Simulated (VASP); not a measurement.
Input:

```
TiGe
1.0
    3.58092     0.00000     0.00000
   -1.79046     3.10117     0.00000
    0.00000     0.00000     6.41259
Ti Ge
2 2
Direct
  0.00000   0.00000   0.00000
  0.00000   0.00000   0.50000
  0.33333   0.66667   0.25000
  0.66667   0.33333   0.75000
```

Method: r2SCAN meta-GGA, VASP's PBE PAW potentials (set 64) (plane waves; VASP). Numerical set-up: 400 eV cut-off, 11×11×6 Γ-centred mesh, tetrahedra with Blöchl corrections, potentials Ti_sv Ge_d.

Give the energies of bands 21 to 30 at the high-symmetry points, in eV from the Fermi level.

| band | Γ | M | K | A | L | H |
|---|---|---|---|---|---|---|
| 21 | -5.30 | -4.83 | -3.93 | -2.70 | -4.42 | -3.60 |
| 22 | -1.47 | -2.78 | -3.39 | -2.70 | -4.42 | -3.60 |
| 23 | -1.47 | -2.74 | -3.39 | -0.73 | -1.81 | -2.84 |
| 24 | -0.93 | -1.85 | -2.19 | -0.73 | -1.81 | -2.84 |
| 25 | 0.38 | -1.64 | -2.19 | -0.73 | -0.93 | -1.89 |
| 26 | 0.38 | -0.91 | -1.27 | -0.73 | -0.93 | -1.89 |
| 27 | 0.63 | 0.71 | 1.19 | 1.08 | 0.12 | 0.69 |
| 28 | 0.63 | 0.78 | 1.19 | 1.08 | 0.12 | 0.69 |
| 29 | 1.80 | 1.29 | 1.42 | 1.08 | 1.88 | 1.83 |
| 30 | 1.80 | 1.79 | 1.67 | 1.08 | 1.88 | 1.83 |

It has no gap at this level: it comes out as a metal or semimetal.

The structure was generated: TiGe was put into the NiAs type (P6_3/mmc), which need not be its known phase. It was relaxed first, which changed the volume by -13 %.
